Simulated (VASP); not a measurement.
Given:

```yaml
crystal:
  lattice:
    - [3.76065, 0.00000, 0.00000]
    - [0.00000, 3.76065, 0.00000]
    - [0.00000, 0.00000, 8.03536]
  atoms:
    - { symbol: Zr, position: [0.50000, 0.50000, 0.73473] }
    - { symbol: Zr, position: [0.00000, 0.00000, 0.26640] }
    - { symbol: As, position: [0.50000, 0.00000, 0.00018] }
    - { symbol: As, position: [0.00000, 0.50000, 0.00018] }
    - { symbol: As, position: [0.50000, 0.50000, 0.37871] }
    - { symbol: Se, position: [0.00000, 0.00000, 0.61981] }
```

These are PBEsol GGA, VASP's PBE PAW potentials (set 64) (plane waves; VASP 6.6.1) values and carry that method's errors. Settings: 400 eV cut-off, 9×9×5 Γ-centred mesh, tetrahedra with Blöchl corrections, potentials Zr_sv As Se.

**Question.** Estimate the energy per atom (σ→0), band gap (on the k-mesh) with the smallest direct gap where there is one.

**Answer.** 
```
Item                                                         Value
------------------------  ----------------------------------------
band gap (on the k-mesh)  none (metal, semimetal or under 0.01 eV)
energy per atom (σ→0)                               -7.246 eV/atom
```

The absolute energy has meaning only against runs of the same code, potentials and settings.

The structure comes from a computed database's Zr2As3Se entry (P4mm); how it stands against other phases isn't given here. It was relaxed first. The electron count is odd and the run is not spin-polarised, which forces a metal.
